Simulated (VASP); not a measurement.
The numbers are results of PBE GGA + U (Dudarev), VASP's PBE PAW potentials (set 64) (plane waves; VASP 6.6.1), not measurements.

VASP ran on this input.

**INCAR**
```
! general
SYSTEM     =  VSe2
PREC       =  Accurate
ENCUT      =  400
LREAL      =  .False.
LASPH      =  .True.

! electronic loop
EDIFF      =  1E-6
NELM       =  100
ALGO       =  Normal
LMAXMIX    =  4

! smearing
ISMEAR     =  0
SIGMA      =  0.05

! functional
GGA        =  PE

! spin
ISPIN      =  2
MAGMOM     =  2.0 2*0.0

! DFT+U
LDAU       =  .True.
LDAUTYPE   =  2
LDAUL      =  2 -1
LDAUU      =  8.0 0
LDAUJ      =  0 0
LDAUPRINT  =  1

! ions
ISIF       =  2

! output
LWAVE      =  .False.
LCHARG     =  .False.
LORBIT     =  10
```

POSCAR:
```
VSe2
1
    1.5802940000     0.9123830000     6.1186630000
   -1.5802940000     0.9123830000     6.1186630000
    0.0000000000    -1.8247660000     6.1186630000
V Se
1 2
Direct
  0.0000000000   0.0000000000   0.0000000000
  0.7523000000   0.7523000000   0.7523000000
  0.5810000000   0.5810000000   0.5810000000
```

KPOINTS:
```
Automatic mesh
0
G
  7 7 7
```

POTCAR, in this order: V_sv Se (PBE.64 set). Program: vasp_std.

Output of the run:

File OSZICAR:
```
       N       E                     dE             d eps       ncg     rms          rms(c)
DAV:   1     0.183408118226E+03    0.18341E+03   -0.10873E+04  3120   0.116E+03
DAV:   2    -0.192080944161E+01   -0.18533E+03   -0.18247E+03  3351   0.340E+02
DAV:   3    -0.124801642695E+02   -0.10559E+02   -0.10238E+02  3507   0.743E+01
DAV:   4    -0.126451202936E+02   -0.16496E+00   -0.16452E+00  3639   0.908E+00
DAV:   5    -0.126462108750E+02   -0.10906E-02   -0.10905E-02  3632   0.806E-01    0.237E+01
DAV:   6    -0.128138202082E+02   -0.16761E+00   -0.60689E+01  3353   0.618E+01    0.195E+01
DAV:   7    -0.101795621575E+02    0.26343E+01   -0.42315E+01  3728   0.547E+01    0.814E+00
DAV:   8    -0.985527306505E+01    0.32429E+00   -0.30360E+00  3340   0.130E+01    0.263E+00
DAV:   9    -0.995343956160E+01   -0.98166E-01   -0.63153E-01  3284   0.407E+00    0.207E+00
DAV:  10    -0.999846871705E+01   -0.45029E-01   -0.28677E-01  3302   0.296E+00    0.133E+00
DAV:  11    -0.100375007664E+02   -0.39032E-01   -0.21170E-01  3580   0.263E+00    0.744E-01
DAV:  12    -0.100870871143E+02   -0.49586E-01   -0.31296E-01  3502   0.300E+00    0.917E-01
DAV:  13    -0.100994066507E+02   -0.12320E-01   -0.58318E-02  3339   0.152E+00    0.679E-01
DAV:  14    -0.101044004444E+02   -0.49938E-02   -0.36053E-02  3290   0.128E+00    0.267E-01
DAV:  15    -0.101087687742E+02   -0.43683E-02   -0.31535E-02  3443   0.108E+00    0.120E-01
DAV:  16    -0.101093492843E+02   -0.58051E-03   -0.26486E-03  3347   0.351E-01    0.786E-02
DAV:  17    -0.101095484935E+02   -0.19921E-03   -0.49154E-04  3359   0.141E-01    0.582E-02
DAV:  18    -0.101099978784E+02   -0.44938E-03   -0.23821E-03  3193   0.251E-01    0.672E-02
DAV:  19    -0.101102765645E+02   -0.27869E-03   -0.81393E-04  3401   0.142E-01    0.807E-02
DAV:  20    -0.101096326949E+02    0.64387E-03   -0.50788E-03  3168   0.344E-01    0.672E-02
DAV:  21    -0.101090268415E+02    0.60585E-03   -0.57716E-03  3344   0.371E-01    0.754E-02
DAV:  22    -0.101099158324E+02   -0.88899E-03   -0.11791E-02  3196   0.544E-01    0.640E-02
DAV:  23    -0.101112901381E+02   -0.13743E-02   -0.20171E-02  3288   0.680E-01    0.655E-02
DAV:  24    -0.101114976395E+02   -0.20750E-03   -0.27037E-02  3168   0.755E-01    0.107E-01
DAV:  25    -0.101118478468E+02   -0.35021E-03   -0.46286E-03  3146   0.385E-01    0.555E-02
DAV:  26    -0.101116977438E+02    0.15010E-03   -0.26285E-03  3172   0.253E-01    0.738E-02
DAV:  27    -0.101118519950E+02   -0.15425E-03   -0.25543E-03  3211   0.245E-01    0.325E-02
DAV:  28    -0.101118357012E+02    0.16294E-04   -0.39549E-04  3494   0.102E-01    0.195E-02
DAV:  29    -0.101118268218E+02    0.88794E-05   -0.25928E-05  3446   0.286E-02    0.232E-02
DAV:  30    -0.101118444007E+02   -0.17579E-04   -0.74584E-05  3059   0.412E-02    0.150E-02
DAV:  31    -0.101118536856E+02   -0.92849E-05   -0.66841E-05  3269   0.384E-02    0.978E-03
DAV:  32    -0.101118548814E+02   -0.11957E-05   -0.31773E-06  2587   0.100E-02    0.847E-03
DAV:  33    -0.101118552606E+02   -0.37926E-06   -0.48099E-07  1512   0.383E-03
   1 F= -.10111855E+02 E0= -.10111831E+02  d E =-.483753E-04  mag=     1.0016
```

### OUTCAR
```
------------------------ aborting loop because EDIFF is reached ----------------------------------------
  FORCE on cell =-STRESS in cart. coord.  units (eV):
  Direction    XX          YY          ZZ          XY          YZ          ZX
  --------------------------------------------------------------------------------------
  Total       10.6987354     10.6987315      7.5747025      0.0000000      0.0000000      0.0000000
  in kB      323.8323036    323.8321855    229.2732039      0.0000000      0.0000000      0.0000000
  external PRESSURE =     292.3125643 kB  Pullay stress =       0.0000000 kB
  volume of cell :       52.93
      direct lattice vectors                 reciprocal lattice vectors
     1.580294000  0.912383000  6.118663000     0.316396822  0.182671824  0.054478132
    -1.580294000  0.912383000  6.118663000    -0.316396822  0.182671824  0.054478132
     0.000000000 -1.824766000  6.118663000     0.000000000 -0.365343648  0.054478132
 POSITION                                       TOTAL-FORCE (eV/Angst)
 -----------------------------------------------------------------------------------
      0.00000      0.00000      0.00000         0.000000     -0.000000      0.053456
      0.00000      0.00000     13.80921         0.000000      0.000000      1.744974
      0.00000      0.00000     10.66483         0.000000     -0.000000     -1.798430
 -----------------------------------------------------------------------------------
    total drift:                               -0.000000      0.000008     -0.000249
  FREE ENERGIE OF THE ION-ELECTRON SYSTEM (eV)
  ---------------------------------------------------
  free  energy   TOTEN  =       -10.1118552606 eV

  energy  without entropy=      -10.1118068853  energy(sigma->0) =      -10.11183107

 total charge

# of ion       s       p       d       tot
------------------------------------------
    1        2.283   6.285   3.010  11.578
    2        1.486   2.431   0.064   3.980
    3        1.485   2.432   0.063   3.981
--------------------------------------------------
tot          5.254  11.148   3.137  19.539

 magnetization (x)

# of ion       s       p       d       tot
------------------------------------------
    1        0.020   0.014   1.425   1.459
    2       -0.008  -0.195   0.003  -0.199
    3       -0.008  -0.192   0.004  -0.197
--------------------------------------------------
tot          0.004  -0.373   1.433   1.063
```
(Selected blocks of OUTCAR.)

**OUTCAR**
```
 val. band max:        7.0016493292   @ k =   0.4286   0.4286   0.4286

 cond. band min:       7.1551179014   @ k =  -0.2857   0.2857   0.0000


 Fermi energy:         7.0746905513

 spin component 1

 k-point     1 :       0.0000    0.0000    0.0000
  band No.  band energies     occupation
      1     -59.1515      1.00000
      2     -33.1685      1.00000
      3     -33.1685      1.00000
      4     -32.5843      1.00000
      5      -8.4251      1.00000
      6      -6.6804      1.00000
      7      -0.5374      1.00000
      8       3.2545      1.00000
      9       5.3309      1.00000
     10       5.3309      1.00000
     11       5.5296      1.00000
     12       5.5296      1.00000
     13       6.6802      1.00000
     14       9.6874      0.00000
     15       9.6875      0.00000
     16      10.3725      0.00000
     17      10.3725      0.00000

 k-point     2 :       0.1429   -0.0000   -0.0000
  band No.  band energies     occupation
      1     -59.1482      1.00000
      2     -33.1969      1.00000
      3     -33.1750      1.00000
      4     -32.5780      1.00000
      5      -8.0953      1.00000
      6      -6.4732      1.00000
      7      -0.1622      1.00000
      8       3.2816      1.00000
      9       4.4838      1.00000
     10       4.7900      1.00000
     11       5.1779      1.00000
     12       5.5179      1.00000
     13       6.7157      1.00000
     14       8.9791      0.00000
     15       9.1113      0.00000
     16       9.7344      0.00000
     17       9.9300      0.00000

 k-point     3 :       0.2857    0.0000   -0.0000
  band No.  band energies     occupation
      1     -59.1412      1.00000
      2     -33.2612      1.00000
      3     -33.1900      1.00000
      4     -32.5643      1.00000
      5      -7.2075      1.00000
      6      -5.9259      1.00000
      7       0.7369      1.00000
      8       2.3439      1.00000
      9       3.2243      1.00000
...
```

The moments were started parallel, and other spin orders were not tried in this run.

The structure was generated: VSe2 was put into the 3R-MoS2 type (R3m), which need not be its known phase. The cell was not relaxed at this level. The run is one of a series of settings (LDAU = .TRUE., LDAUJ = 0 0, LDAUL = 2 -1, LDAUTYPE = 2, LDAUU = 8.0 0 against the base run), some of them coarse on purpose.
